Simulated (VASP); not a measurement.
Input for VASP

INCAR:
```
# general
SYSTEM   =  BaZrO3
PREC     =  Accurate
ENCUT    =  520
LREAL    =  .FALSE.
LASPH    =  .TRUE.   # aspherical one-centre terms

# electronic loop
EDIFF    =  1E-7   # SCF stop (eV)
NELM     =  100   # most electronic steps
ALGO     =  Normal
LMAXMIX  =  4

# smearing
ISMEAR   =  0
SIGMA    =  0.05

# functional
GGA      =  RP   # RPBE

# ions
ISIF     =  2

# output
LWAVE    =  .FALSE.
LCHARG   =  .FALSE.
```

**POSCAR**
```
BaZrO3
1.0
  4.3128321212   0.0000000000   0.0000000000
  0.0000000000   4.3128321212   0.0000000000
  0.0000000000   0.0000000000   4.3128321212
Ba Zr O
1 1 3
Cartesian
  0.0000000000   0.0000000000   0.0000000000
  2.1564160606   2.1564160606   2.1564160606
  2.1564160606   0.0000000000   2.1564160606
  0.0000000000   2.1564160606   2.1564160606
  2.1564160606   2.1564160606   0.0000000000
```

### KPOINTS
```
Automatic mesh
0
Gamma
5 5 5
0 0 0
```

POTCAR, in this order: Ba_sv Zr_sv O (PBE.64 set). Program: vasp_std.

Task: Translate this RPBE calculation to Quantum ESPRESSO's pw.x.

Result: One equivalent input (not run):
```
&CONTROL
  calculation = 'scf'
  pseudo_dir = './pseudo'
  outdir = './out'
  tprnfor = .true.
  tstress = .true.
/
&SYSTEM
  ibrav = 0
  nat = 5
  ntyp = 3
  ecutwfc = 84
  occupations = 'smearing'
  smearing = 'gaussian'
  degauss = 0.003675
  input_dft = 'rpbe'
/
&ELECTRONS
  conv_thr = 7.3e-09
  electron_maxstep = 100
/
ATOMIC_SPECIES
  Ba 137.327 Ba.upf
  Zr 91.224 Zr.upf
  O 15.999 O.upf
CELL_PARAMETERS angstrom
     4.3128321    0.0000000    0.0000000
     0.0000000    4.3128321    0.0000000
     0.0000000    0.0000000    4.3128321
ATOMIC_POSITIONS crystal
  Ba   0.0000000  0.0000000  0.0000000
  Zr   0.5000000  0.5000000  0.5000000
  O    0.5000000  0.0000000  0.5000000
  O    0.0000000  0.5000000  0.5000000
  O    0.5000000  0.5000000  0.0000000
K_POINTS automatic
  5 5 5 0 0 0
```
What does not carry over: the potentials are each code's own (VASP's PAW set, PseudoDojo norm-conserving files in pw.x), so ENCUT and ecutwfc are chosen apart and not converted; conv_thr bounds pw.x's estimated SCF error, while EDIFF bounds the energy change between steps.

The compound is BaZrO3 in the cubic perovskite structure. This cell is one point of a volume scan, at 1.03 of the reference volume.
